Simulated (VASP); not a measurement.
Sb (a7): the bulk modulus from VASP (plane waves, PAW) at several levels of theory. Static lattice, third-order Birch-Murnaghan fit over five volumes.

| level | bulk modulus (GPa) | error against measurement |
|---|---|---|
| LDA | 47.9 | +21.3 % |
| PBE | 34.6 | -12.4 % |

Measured: 39.5 GPa at 0 K (as given by K. Lejaeghere et al., Critical reviews in solid state and materials sciences/CRC critical reviews in solid state and materials sciences (2013), arXiv:1204.2733; extrapolated to 0 K and zero-point effects removed (source: thermally corrected experimental values)).

The cell of the LDA run:

```cif
data_Sb2
_chemical_formula_sum 'Sb2'
_space_group_name_H-M_alt 'P 1'
_space_group_IT_number 1
_cell_length_a 4.42132
_cell_length_b 4.42132
_cell_length_c 4.42132
_cell_angle_alpha 58.192
_cell_angle_beta 58.192
_cell_angle_gamma 58.192
loop_
_space_group_symop_operation_xyz
  'x, y, z'
loop_
_atom_site_label
_atom_site_type_symbol
_atom_site_fract_x
_atom_site_fract_y
_atom_site_fract_z
_atom_site_occupancy
Sb1 Sb 0.23609 0.23609 0.23609 1
Sb2 Sb 0.76391 0.76391 0.76391 1
```

Only levels that ran to the end are used. Left out are those held back, those with too coarse a band path, GW runs whose mesh misses a band edge, hybrids' fits of cells that aren't cubic and levels without matching references; a question may draw on a part of the rest.

The compound is Sb in the a7 structure.
